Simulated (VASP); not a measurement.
Calculation: PBE GGA, VASP's PBE PAW potentials (set 64) (plane waves; VASP 6.6.1).

Input for VASP

KPOINTS:
```
kpoints
0
gamma
 10 10 10
```

**POSCAR**
```
PtTe
1
    0.0000000000     3.0120833775     3.0120833775
    3.0120833775    -0.0000000000     3.0120833775
    3.0120833775     3.0120833775    -0.0000000000
Pt Te
1 1
Direct
  1.0000000000   0.0000000000   0.0000000000
  0.2500000000   0.2500000000   0.2500000000
```

**INCAR**
```
! general
SYSTEM =PtTe
PREC   =Accurate
ENCUT  =400
LREAL  =F   ! projection in real space or not
LASPH  =T   ! aspherical one-centre terms

! electronic loop
EDIFF  =1E-6   ! SCF stop (eV)
NELM   =100
ALGO   =Normal   ! blocked Davidson
LMAXMIX=6   ! l cut-off of mixed one-centre charges

! smearing
ISMEAR =1   ! Methfessel-Paxton
SIGMA  =0.1

! functional
GGA    =PE   ! PBE

! ions
IBRION =2   ! conjugate gradients
NSW    =60
ISIF   =3
EDIFFG =-0.01

! output
LWAVE  =F
LCHARG =F
```

POTCAR, in this order: Pt Te (PBE.64 set). Program: vasp_std.

Unless said otherwise, spin-orbit coupling is left out, though it shifts the bands of the heavy elements here.

Task: Estimate the energy per atom (σ→0), volume per atom, band gap (on the k-mesh).

Result: 
```yaml
energy per atom (σ→0): -4.728 eV/atom
band gap (on the k-mesh): none (metal, semimetal or under 0.01 eV)
volume_per_atom: 27.36 Å^3/atom
```

### OSZICAR
```
...
   2 F= -.94556278E+01 E0= -.94557577E+01  d E =0.998579E-05
       N       E                     dE             d eps       ncg     rms          rms(c)
DAV:   1    -0.945593902786E+01   -0.31084E-03   -0.48355E-03  1128   0.686E-01    0.105E-01
DAV:   2    -0.945568551996E+01    0.25351E-03   -0.13056E-03  1140   0.360E-01    0.383E-02
DAV:   3    -0.945565977885E+01    0.25741E-04   -0.61782E-05  1144   0.786E-02    0.212E-02
DAV:   4    -0.945565520045E+01    0.45784E-05   -0.25928E-05  1148   0.290E-02    0.113E-02
DAV:   5    -0.945565544611E+01   -0.24566E-06   -0.79310E-07   680   0.809E-03
   3 F= -.94556554E+01 E0= -.94557859E+01  d E =-.176865E-04
```

The structure was generated: PtTe was put into the zinc blende type (F-43m), which need not be its known phase. This run relaxes it. Symmetry was kept, so distortions that lower it aren't found. The start is the result of an earlier pass.
